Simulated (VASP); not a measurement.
Write the native input for VASP 6.6.1 that does the following.

```yaml
Task: single point
Functional: PBE
Potentials_or_basis: VASP PAW PBE potentials, release 64 (Ni, Mo_sv, Pd, Ir, W_sv)
Cutoff: 520 eV
k_mesh: 5 × 5 × 3
Occupations: fermi-dirac, width 0.05 eV
Spin: collinear spin, typed start
Starting_moments: "[1.0, 1.0, 0.0, 0.6, 0.0] μB"
Dipole_correction: no
Further_INCAR_settings: ALGO = Fast; EDIFF = 1e-07; NBANDS = 40
```

The structure of NiMoIrPdW lies in POSCAR:

```
NiMoIrPdW
1.0
    4.1170500000      0.0000000000      0.0000000000
   -2.0585300000      3.5654700000      0.0000000000
    0.0000000000      0.0000000000      5.4458000000
Ni Mo Pd Ir W
1 1 1 1 1
Direct
    0.0000000000      0.0000000000      0.9577500000
    0.6666700000      0.3333300000      0.9616100000
    0.6666700000      0.3333300000      0.4629500000
    0.3333300000      0.6666700000      0.7257200000
    0.3333300000      0.6666700000      0.2364200000
```

The cell was built by a generator and needn't be a form met in nature.

These files were run (other wordings do the same):

INCAR

```
ALGO = Fast
EDIFF = 1E-7
ENCUT = 520
GGA = PE
ISIF = 2
ISMEAR = -1
ISPIN = 2
LASPH = T
LCHARG = F
LMAXMIX = 4
LORBIT = 11
LREAL = F
LWAVE = F
MAGMOM = 1 1 0 0.6 0
NBANDS = 40
NELM = 150
PREC = Accurate
SIGMA = 0.05
```

KPOINTS

```
k-points
0
Gamma
  5 5 3
```

Potentials or basis: VASP PAW PBE potentials, release 64 (Ni, Mo_sv, Pd, Ir, W_sv).

Run with:

```bash
$ cat potpaw_PBE.64/Ni/POTCAR potpaw_PBE.64/Mo_sv/POTCAR potpaw_PBE.64/Pd/POTCAR potpaw_PBE.64/Ir/POTCAR potpaw_PBE.64/W_sv/POTCAR > POTCAR
$ mpirun -np 1 vasp_std > vasp.out
```

Results of the run:

The pressure is 0.3 GPa and the largest force is 0.100 eV/Å. The band gap on the k mesh is none (metal or under the smearing width). The net moment is 0.00 μB per cell and the valence electrons inside the program's atomic spheres are Ni 9.45; Mo 12.56; Pd 9.59; Ir 8.31; W 11.86.

Caveat: the k mesh is coarse (spacing up to 0.38 Å⁻¹), so the values aren't converged.

It took 3.8 min on 1 thread of Intel(R) Xeon(R) Platinum 8559C (Emerald Rapids), with other jobs on the host, peak memory 0.33 GiB.
